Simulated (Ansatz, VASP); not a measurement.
# BaPbO3: VASP beside Ansatz, part 2 of 2

Wanted: the spread between two codes on one cell, functional and k mesh. The cell is taken from a series of runs on this material, whose earlier steps may have relaxed, scaled, displaced or heated it; both programs get it as it stands.

VASP 6.6.1 and Ansatz 0.2.0.

So far: The starting structure; VASP: relaxation of cell and atoms, PBEsol, pair 1.

## (3) Ansatz: relaxation of cell and atoms, PBEsol, pair 1

Level of this step: Ansatz beside VASP: Kohn-Sham DFT, plane waves, PBEsol (Ansatz).

Ansatz runs on its PAW soft_1 files.

The same cell, functional, mesh and smearing now go to Ansatz, which takes its cutoff from its data sets.

input.yaml reads:

```yaml
crystal:
  lattice:
    - [4.2810684894, 4.2810684894, 0.0]
    - [4.2810684894, 0.0, 4.2810684894]
    - [4.2810684894, 0.0, -4.2810684894]
  atoms:
    - { symbol: Ba, position: [0.5, 0.25, 0.75] }
    - { symbol: Ba, position: [0.5, 0.75, 0.25] }
    - { symbol: Pb, position: [0.0, 0.5, 0.5] }
    - { symbol: Pb, position: [0.0, 0.0, 1.0] }
    - { symbol: O, position: [0.5, 0.6974430272, 0.8025569728] }
    - { symbol: O, position: [0.5, 0.3025569728, 0.1974430272] }
    - { symbol: O, position: [-0.1051139455, 0.8025569728, 0.3025569728] }
    - { symbol: O, position: [0.1051139455, 0.1974430272, 0.6974430272] }
    - { symbol: O, position: [0.0, 0.75, 0.75] }
    - { symbol: O, position: [0.0, 0.25, 0.25] }
kpoints:
  mp_grid: { grid: [8, 8, 8] }
hamiltonian:
  xc: pbesol
  pseudopotentials: { kind: paw, azcp: { folder: soft_1 }, xc_functional: pbe }
scf:
  occupations: { method: methfessel_paxton, width: 0.2 }
output:
  forces: true
  stress: true
  eigenvalues: true
relax:
  adjacent_minimum: "off"
  f_tol: 0.002
  max_steps: 120
  cell: { stress_tol: 0.03 }
```

Run with:

```bash
$ ansatz run input.yaml --threads 4 --pin off --max-ram 10240MiB --backend cpu --events-out ev --progress --plain --runs-dir out
```

Numbers of over 12 decimals in the logs are rounded to 6 here.

The log of the run:

```text
Engine: ansatz 0.2.0, aarch64-unknown-linux-gnu
Pseudopotentials: kind: paw
Pseudopotential: Ba, paw, valence charge 10, recommended cutoff 420 eV (normal), soft_1/Ba.paw.azcp
Pseudopotential: Pb, paw, valence charge 14, recommended cutoff 420 eV (normal), soft_1/Pb.paw.azcp
Pseudopotential: O, paw, valence charge 6, recommended cutoff 420 eV (normal), soft_1/O.paw.azcp
Functional definition: PBEsol
  exchange = pbesol_x
  correlation = pbesol_c
Crystal: 10 atoms, lattice volume = 156.923 Å³
Basis set: ecut = 420 eV, 3119 PW (Γ), exchange–correlation on 90×90×90 points (8 copies of the dense FFT grid, shifted against one another)
Bands: 52, of which v1, the nominal top of the filled ones, is band 42 counted from 1 (41 counted from 0)
Symmetry: 16 space group operations
Space group: I4/mcm (ITA 140), of the structure as read, at distance tolerance 5.4e-5 Å
k-points: 59 of 512
Non-local potential: Ba, projectors of the file, l = 0: 3, l = 1: 2, l = 2: 2, l = 3: 2
Non-local potential: Pb, projectors of the file, l = 0: 2, l = 1: 2, l = 2: 2, l = 3: 1
Non-local potential: O, projectors of the file, l = 0: 2, l = 1: 2, l = 2: 1
PAW form: soft (Blöchl's): semilocal exchange-correlation on the pseudo side does not see the compensation charge
PAW frozen core: Ba, regenerated for the run's functional, and the local potential with it (the file was generated under x = pbe(κ = 0.804, μ = 0.219515), c = pbe(β = 0.066725))
PAW frozen core: Pb, regenerated for the run's functional, and the local potential with it (the file was generated under x = pbe(κ = 0.804, μ = 0.219515), c = pbe(β = 0.066725))
PAW frozen core: O, regenerated for the run's functional, and the local potential with it (the file was generated under x = pbe(κ = 0.804, μ = 0.219515), c = pbe(β = 0.066725))
PAW one-centre angular grid: Ba, 194 points (default); XC on 64 Gauss nodes
PAW one-centre angular grid: Pb, 590 points (default); XC on 64 Gauss nodes
PAW one-centre angular grid: O, 110 points (default); XC on 64 Gauss nodes
Initial density: superposition of atomic densities (chi_scale 0.1, normalization cell, long waves kept (reshape's long-wave potential 0.00 eV rms))
Initial wavefunctions: pseudopotential atomic-orbital guess
Functional: x = pbesol(κ = 0.804, μ = 0.123457), c = pbesol(β = 0.046)
SCF iter   1: F=—  HF=-38610.704339 eV  |F-HF|=—  |Δ(HF+E_count)|=         —  Δρ=5.94e-2  dr2=8.70e0  ethr=3.10e-3  ⟨swp⟩=14.3  Hψ=18811  notcnv=0
preconditioner: auto → Kerker (q_TF=auto, 2.458 Å⁻¹)  [metal: Δε(μ)=0.057 eV  Ē_g=13.688 eV  σ=0.200 eV  W_gap=0.24  n_scr=50 (ndim 8)  ℏωp=26.5 eV  f_vac=0.000  D(μ)=0.50/eV (n_scr^D=0)]
SCF iter   2: F=—  HF=-38609.065765 eV  |F-HF|=—  |Δ(HF+E_count)|=    1.64e0  S|Δr|=    0.00e0  Δρ=3.59e-2  dr2=4.19e0  ethr=3.10e-3  ⟨swp⟩=4.0  Hψ=5127  notcnv=0  defer=271
SCF iter   3: F=—  HF=-38607.508518 eV  |F-HF|=—  |Δ(HF+E_count)|=    1.56e0  S|Δr|=    0.00e0  Δρ=1.14e-2  dr2=6.07e-1  ethr=3.10e-3  ⟨swp⟩=4.8  Hψ=5917  notcnv=0  defer=266
SCF iter   4: F=—  HF=-38607.263886 eV  |F-HF|=—  |Δ(HF+E_count)|=   2.45e-1  S|Δr|=    0.00e0  Δρ=4.67e-3  dr2=5.54e-2  ethr=7.23e-4  ⟨swp⟩=4.7  Hψ=5783  notcnv=0  defer=249
SCF iter   5: F=—  HF=-38607.248012 eV  |F-HF|=—  |Δ(HF+E_count)|=   1.59e-2  S|Δr|=    0.00e0  Δρ=1.22e-3  dr2=2.74e-3  ethr=6.60e-5  ⟨swp⟩=3.0  Hψ=6053  notcnv=0  defer=249
SCF iter   6: F=—  HF=-38607.248055 eV  |F-HF|=—  |Δ(HF+E_count)|=   4.26e-5  S|Δr|=    0.00e0  Δρ=4.54e-4  dr2=5.02e-4  ethr=3.27e-6  ⟨swp⟩=2.4  Hψ=4814  notcnv=0  defer=249
SCF iter   7: F=—  HF=-38607.248129 eV  |F-HF|=—  |Δ(HF+E_count)|=   7.48e-5  S|Δr|=    0.00e0  Δρ=1.23e-4  dr2=4.86e-5  ethr=5.97e-7  ⟨swp⟩=2.0  Hψ=3881  notcnv=0  defer=249
SCF iter   8: F=—  HF=-38607.248270 eV  |F-HF|=—  |Δ(HF+E_count)|=   1.41e-4  S|Δr|=    0.00e0  Δρ=4.58e-5  dr2=7.48e-6  ethr=5.79e-8  ⟨swp⟩=2.0  Hψ=4505  notcnv=0  defer=249
SCF iter   9: F=—  HF=-38607.248271 eV  |F-HF|=—  |Δ(HF+E_count)|=   6.93e-7  S|Δr|=    0.00e0  Δρ=1.59e-5  dr2=7.73e-7  ethr=8.90e-9  ⟨swp⟩=2.2  Hψ=4493  notcnv=0  defer=249
SCF iter  10: F=-38607.248271 eV  HF=-38607.248271 eV  |F-HF|=2.52e-9  |Δ(HF+E_count)|=   2.12e-8  S|Δr|=    0.00e0  Δρ=4.60e-6  dr2=5.50e-8  ethr=1.19e-10  ⟨swp⟩=19.6  Hψ=24321  notcnv=0
SCF 1 converged in 10 iterations: F = -38607.248271 eV  dr2 = 5.50e-8
  greatest PAW one-centre occupation: 0.987 electrons in one spin orbital (limit 2), on the Pb atom at site 2 (counted from 0), in its partial waves of l = 2
relax step   1: F+E_penalty+E_count = -38607.24827084 eV  Δ(F+E_penalty+E_count) = +0.000e0 eV  max|allowed force component| = 3.370e-2 eV/Å  Δτ_max = 0.0000 Å  P = -0.238 GPa  Ω = 156.923 Å³  (10 SCF iters, dr2 threshold 1.00e-7 eV, accepted)
[...]
relax step   7: F+E_penalty+E_count = -38607.28571909 eV  Δ(F+E_penalty+E_count) = -7.097e-5 eV  max|allowed force component| = 2.142e-4 eV/Å  Δτ_max = 0.0008 Å  P = +0.000 GPa  Ω = 156.179 Å³  energy of the carried Pulay correction = +2.113e-5 eV  (5 SCF iters, dr2 threshold 2.39e-8 eV, accepted)
[...]
relax step   8: F+E_penalty+E_count = -38607.28567421 eV  Δ(F+E_penalty+E_count) = +4.487e-5 eV  max|allowed force component| = 2.114e-4 eV/Å  Δτ_max = 0.0000 Å  P = +0.000 GPa  Ω = 156.179 Å³  stress off target by 3.67e-3 GPa  SCF on the basis re-selected at this cell (its energy is not comparable with the rows above)  (6 SCF iters)
basis re-selected at this cell: Δ(F+E_penalty+E_count) = +4.487e-5 eV, ΔP = -0.000 GPa vs the last step (what re-selecting the basis moved, of the pressure what is left beyond the Pulay correction that the steps carried, after the strain that the cell walked since its last selection, with what the two solves' SCF thresholds leave and, on support functions, any second-order correction that the steps lacked; it is no m [...]
SCF converged after 6 iterations
Stability not checked: this state was not tested for a lower state beside it, because cold or Methfessel-Paxton smearing, or corrected tetrahedra, fill the levels in a way that the test cannot read (fill_not_monotonic; see scf.lower_state_search)
Free energy (F): -38607.285674 eV
Harris-Foulkes:  -38607.285674 eV  (|F-HF|=2.18e-11)
Internal energy: -38607.314958 eV  (E = F + TS)
E sigma→0 (E₀):  -38607.292995 eV
Entropy (-TS):   0.029284 eV (2.928 meV/atom)
Fermi energy:    9.001645 eV
Step filling:    the computed levels leave a gap of 0.0810 eV = 0.4 smearing widths at the electron count; against every level under it full and every level over it empty, smearing changes F+E_penalty+E_count by +11.858 meV and its σ→0 estimate by +4.537 meV
--- Per-component energies (eV) ---
  E_band       = -26.401131
  E_kinetic    = 1917.898741
  E_local      = -4538.909243  (includes V_loc(G=0)·N_el)
  E_nonlocal   = 1134.681126
  E_hartree    = 1725.764461
  E_xc         = -1217.642968
  E_vxc        = -1068.481550  (∫ρ·V_xc dr)
  E_paw        = -31671.920027  (= ΣΔE_a)
  E_vpaw       = -923.123657  (= ΣTr[D̂ρ^β])
  E_aug_tail   = 0.004443  (compensation charges beyond the density's cutoff)
  E_ewald      = -5957.830434
  E_core_change = 0.638943  (= ΣΔE_core)
  E_smearing   = 0.029284  (= −TS)
  E_closure    = 0.000000  (closes the sum)
  Σ components = -38607.285674   (vs F -38607.285674, Δ=0.00e0)
--- Forces (eV/Å), atoms counted from 1 ---
  atom   1  Ba    -0.00000000    -0.00000000     0.00000000
  atom   2  Ba    -0.00000000     0.00000000     0.00000000
  atom   3  Pb    -0.00000000     0.00000000    -0.00000000
  atom   4  Pb     0.00000000     0.00000000     0.00000000
  atom   5  O     -0.00000000     0.00000000    -0.00021144
  atom   6  O      0.00000000    -0.00000000     0.00021144
  atom   7  O      0.00000000    -0.00021144     0.00000000
  atom   8  O     -0.00000000     0.00021144    -0.00000000
  atom   9  O      0.00000000     0.00000000    -0.00000000
  atom  10  O     -0.00000000    -0.00000000     0.00000000
  max |Σ_I F_I| component: 6.94e-18 eV/Å
--- Stress (GPa, compression-positive) ---
        0.003666       0.000000      -0.000000
        0.000000      -0.001565       0.000000
       -0.000000       0.000000      -0.001565
  P = ⅓ Tr σ = 0.0002 GPa (0.002 kbar)
--- Band table (eV; the first three rows and the last of 59) ---
  k-point 0: bands = [... 38 lower, 8.8136, 8.8545, 8.8545, 9.0025, 9.0873, 13.8246, 13.9600, 14.0954, ... 6 higher]
  k-point 1: bands = [... 38 lower, 8.7157, 8.7333, 8.8407, 8.8838, 9.3368, 13.9258, 13.9782, 14.2583, ... 6 higher]
  k-point 2: bands = [... 38 lower, 8.5661, 8.5759, 8.7669, 8.8006, 9.8657, 13.4430, 14.3764, 14.7653, ... 6 higher]
  k-point 58: bands = [... 38 lower, 8.4692, 8.4692, 8.8272, 9.0063, 12.2321, 13.6408, 15.0069, 15.0250, ... 6 higher]
--- Relaxed structure (6 steps of the walk, 6 accepted, 2 SCFs on fresh bases) ---
  F+E_penalty+E_count = -38607.28567421 eV   max|allowed force component| = 2.114e-4 eV/Å   (the final SCF, on the basis selected at the relaxed cell)
  cell:  # Å, volume = 156.1791 Å³
    - [4.356313, 4.233864, 0]
    - [4.356313, 0, 4.233864]
    - [4.356313, 0, -4.233864]
  atoms:
    - { symbol: Ba, position: [0.5, 0.250000, 0.75] }
    - { symbol: Ba, position: [0.5, 0.75, 0.250000] }
    - { symbol: Pb, position: [0, 0.500000, 0.500000] }
    - { symbol: Pb, position: [0, -5.551115123125783e-17, 1.0] }
    - { symbol: O, position: [0.5, 0.694841, 0.805159] }
    - { symbol: O, position: [0.5, 0.305159, 0.194841] }
    - { symbol: O, position: [-0.110318, 0.805159, 0.305159] }
    - { symbol: O, position: [0.110318, 0.194841, 0.694841] }
    - { symbol: O, position: [0, 0.750000, 0.750000] }
    - { symbol: O, position: [0, 0.250000, 0.250000] }
```

Reading the cycles: dr2 is the Hartree energy of the density residual (eV), the measure of convergence; HF is the Harris–Foulkes estimate of the energy, which meets the free energy F at convergence.

## (4) Differences

Known differences besides the potentials themselves: the cutoff is 420 eV in Ansatz and 600 eV in VASP; Ansatz makes its cores anew for this functional, VASP keeps those of its PBE data sets; Ansatz adds a Pulay correction to the stress that steers its cell, VASP none. Total energies have different zeros and are not compared.

Compared:

| quantity | Ansatz | VASP | difference |
| --- | --- | --- | --- |
| volume (Å³) | 156.18 | 157.51 | -0.85 % |
| edge a after relaxation, in the typed setting (Å) | 6.075 | 6.091 | -0.26 % |

Our record labels this cell a metal in Ansatz alone; each run is judged by its own test, so with a small gap or wide smearing the label says little about the levels.

## (5) VASP: relaxation of cell and atoms, PBEsol, pair 2

The relaxed volume is the usual yardstick between codes: in a stiff, nearly cubic crystal its relative difference is about their pressure difference at one cell divided by the bulk modulus.

INCAR reads:

```
SYSTEM = BaPbO3
PREC = Accurate
ENCUT = 600
EDIFF = 1E-07
NELM = 120
ISMEAR = 1
SIGMA = 0.2
LREAL = .FALSE.
ALGO = Normal
GGA = PS
NBANDS = 52
LORBIT = 11
LWAVE = .FALSE.
LCHARG = .FALSE.
ISIF = 3
IBRION = 2
NSW = 80
EDIFFG = -0.005
LASPH = .TRUE.
GGA_COMPAT = .FALSE.
NELMIN = 4
EFERMI = MIDGAP
KPAR = 2
```

POSCAR reads:

```
BaPbO3
1.0
    4.2810680000      4.2810680000      0.0000000000
    4.2810680000      0.0000000000      4.2810680000
    4.2810680000      0.0000000000     -4.2810680000
Ba Pb O
2 2 6
Direct
    0.5000000000      0.2500001168      0.7500001168
    0.5000000000      0.7500001168      0.2500001168
    0.0000000000      0.5000000000      0.5000000000
    0.0000000000      0.0000000000      0.0000000000
    0.5000000000      0.6971455487      0.7500001168
    0.5000000000      0.3028546849      0.2500001168
    0.9471454319      0.8028546849      0.3028546849
    0.0528545681      0.1971454319      0.6971454319
    0.9471454319      0.7500001168      0.8028546849
    0.0528545681      0.2500000000      0.1971454319
```

KPOINTS reads:

```
Automatic mesh
0
Gamma
8 8 8
0 0 0
```

PAW data sets: Ba_sv, Pb_d and O (PBE family, release 64).

Run with:

```bash
$ mpirun -np 2 vasp_std
```

The log of the run:

```text
[banner, memory and clock lines left out]
running    2 mpi-ranks, on    1 nodes
[...]
[... a notice as in an earlier step ...]

 LDA part: xc-table for (Slater+PW92), standard interpolation
 POSCAR, INCAR and KPOINTS ok, starting setup
[...]
entering main loop
       N       E                     dE             d eps       ncg     rms          rms(c)
DAV:   1     0.113059248044E+04    0.11306E+04   -0.43769E+04  6760   0.196E+03
DAV:   2     0.117139167990E+03   -0.10135E+04   -0.95613E+03  7392   0.516E+02
DAV:   3    -0.574049358869E+02   -0.17454E+03   -0.16907E+03  8216   0.224E+02
DAV:   4    -0.689908820517E+02   -0.11586E+02   -0.11502E+02 10128   0.575E+01
[...]
DAV:  14    -0.610138244082E+02    0.24098E-06   -0.11037E-06  9852   0.106E-02    0.183E-03
DAV:  15    -0.610138237756E+02    0.63261E-06   -0.33365E-07  7004   0.465E-03    0.673E-04
DAV:  16    -0.610138238349E+02   -0.59344E-07   -0.88028E-08  5364   0.241E-03
   1 F= -.61013824E+02 E0= -.61022612E+02  d E =-.610138E+02
[... from here on, the cycles between the ionic steps are left out ...]
   2 F= -.61027820E+02 E0= -.61036632E+02  d E =-.139963E-01
   3 F= -.61027915E+02 E0= -.61036722E+02  d E =-.140915E-01
   4 F= -.61033251E+02 E0= -.61041627E+02  d E =-.533536E-02
   5 F= -.61033412E+02 E0= -.61041695E+02  d E =-.549621E-02
   6 F= -.61034855E+02 E0= -.61043136E+02  d E =-.144316E-02
   7 F= -.61038054E+02 E0= -.61046328E+02  d E =-.464291E-02
   8 F= -.61038803E+02 E0= -.61047068E+02  d E =-.539137E-02
   9 F= -.61039468E+02 E0= -.61047735E+02  d E =-.605660E-02
  10 F= -.61038892E+02 E0= -.61047209E+02  d E =0.575919E-03
  11 F= -.61039552E+02 E0= -.61047834E+02  d E =-.842801E-04
[...]
reached required accuracy - stopping structural energy minimisation
```

From OUTCAR (step 5):

```text
  Total       -0.0178956     -0.0178956     -0.0178956     -0.0279943      0.0279943      0.0279943
  in kB       -0.1816204     -0.1816204     -0.1816204     -0.2841103      0.2841103      0.2841103
  external PRESSURE =      -0.1816204 kB  Pullay stress =       0.0000000 kB

 POSITION                                       TOTAL-FORCE (eV/Angst)
 -----------------------------------------------------------------------------------
      6.40330      2.08191     -2.08191         0.000000      0.000000     -0.000000
      6.43481      2.11342      2.20796         0.000000      0.000000     -0.000000
      4.28987     -0.03151      0.03151         0.000000      0.000000     -0.000000
      0.00000      0.00000      0.00000         0.000000      0.000000     -0.000000
      8.30939      2.08191     -0.17582        -0.000747      0.000000     -0.000747
      4.52873      2.11342      0.30188         0.000747      0.000000      0.000747
      8.81860      3.98800      2.23948         0.000747     -0.000747      0.000000
      4.01951      0.20734     -2.11342        -0.000747      0.000747     -0.000000
     10.69317      3.95648     -0.14431         0.000000     -0.000747     -0.000747
      2.14494      0.23885      0.27036        -0.000000      0.000747      0.000747
 -----------------------------------------------------------------------------------
    total drift:                               -0.001097      0.000006     -0.000007

  FREE ENERGIE OF THE ION-ELECTRON SYSTEM (eV)
  ---------------------------------------------------
  free  energy   TOTEN  =       -61.0395523990 eV

  energy  without entropy=      -61.0643986403  energy(sigma->0) =      -61.04783448

[... 1 part as in an earlier step ...]

[... 3 further parts left out ...]
[key lines of the parts left out:]
E-fermi :   3.2207
```

## (6) Ansatz: relaxation of cell and atoms, PBEsol, pair 2

The same cell, functional, mesh and smearing now go to Ansatz, which takes its cutoff from its data sets.

The cell is taken from a series of runs on this material, whose earlier steps may have relaxed, scaled, displaced or heated it; both programs get it as it stands.

input.yaml, the sections that differ from step 3:

```yaml
crystal:
  lattice:
    - [4.2810684894, 4.2810684894, 0.0]
    - [4.2810684894, 0.0, 4.2810684894]
    - [4.2810684894, 0.0, -4.2810684894]
  atoms:
    - { symbol: Ba, position: [0.5, 0.25, 0.75] }
    - { symbol: Ba, position: [0.5, 0.75, 0.25] }
    - { symbol: Pb, position: [0.0, 0.5, 0.5] }
    - { symbol: Pb, position: [0.0, 0.0, 1.0] }
    - { symbol: O, position: [0.5, 0.6971453983, 0.75] }
    - { symbol: O, position: [0.5, 0.3028546017, 0.25] }
    - { symbol: O, position: [-0.0528546017, 0.8028546017, 0.3028546017] }
    - { symbol: O, position: [0.0528546017, 0.1971453983, 0.6971453983] }
    - { symbol: O, position: [-0.0528546017, 0.75, 0.8028546017] }
    - { symbol: O, position: [0.0528546017, 0.25, 0.1971453983] }
# kpoints, hamiltonian, scf, output, relax: as in step 3
```

Run with:

```bash
$ ansatz run input.yaml --threads 4 --pin off --max-ram 10240MiB --backend cpu --events-out ev --progress --plain --runs-dir out
```

The log of the run:

```text
[...]
Crystal: 10 atoms, lattice volume = 156.923 Å³
Basis set: ecut = 420 eV, 3119 PW (Γ), exchange–correlation on 90×90×90 points (8 copies of the dense FFT grid, shifted against one another)
Bands: 52, of which v1, the nominal top of the filled ones, is band 42 counted from 1 (41 counted from 0)
Symmetry: 12 space group operations
[...]
k-points: 65 of 512
[...]
- { symbol: Pb, position: [-9.622294280808852e-19, 0.500000, 0.500000] }
    - { symbol: Pb, position: [0.0, 0.0, 1.0] }
    - { symbol: O, position: [0.500000, 0.686606, 0.750000] }
    - { symbol: O, position: [0.500000, 0.313394, 0.250000] }
    - { symbol: O, position: [-0.063394, 0.813394, 0.313394] }
    - { symbol: O, position: [0.063394, 0.186606, 0.686606] }
    - { symbol: O, position: [-0.063394, 0.750000, 0.813394] }
    - { symbol: O, position: [0.063394, 0.250000, 0.186606] }
[key lines of the parts left out:]
SCF converged after 4 iterations
Free energy (F): -38607.305793 eV
Fermi energy:    8.978892 eV
P = ⅓ Tr σ = -0.0012 GPa (-0.012 kbar)
```

## (7) Side by side

Compared:

| quantity | Ansatz | VASP | difference |
| --- | --- | --- | --- |
| volume (Å³) | 156.62 | 157.87 | -0.79 % |
| edge a after relaxation, in the typed setting (Å) | 6.005 | 6.023 | -0.29 % |
| edge b after relaxation, in the typed setting (Å) | 6.097 | 6.111 | -0.23 % |

## (8) Outcome

| Property | Result |
| --- | --- |
| difference in volume (relaxation of cell and atoms, PBEsol, pair 1) | -0.85 % |
| difference in volume (relaxation of cell and atoms, PBEsol, pair 2) | -0.79 % |

**Reading.** The difference in volume is -0.85 % (relaxation of cell and atoms, PBEsol, pair 1), within the 1.2 % picked in this series as the mark of a large difference, as far as the stopping tolerances let one tell. Such differences can come from data sets, numerical settings and the points named under the comparisons, not from the functional's error against experiment.

[Lines on the potential files, build, host, timing and source positions are cut from VASP's logs without a mark.]

[Logs are printed without paths, hosts, clocks, repeated set-up lines and the standing remarks that a program may print on its own settings, such as how far it seeks lower states.]

[Hosts, paths, dates, database ids (printed as entryN), source tags and the programs' standing remarks are cut or masked in the printed files.]
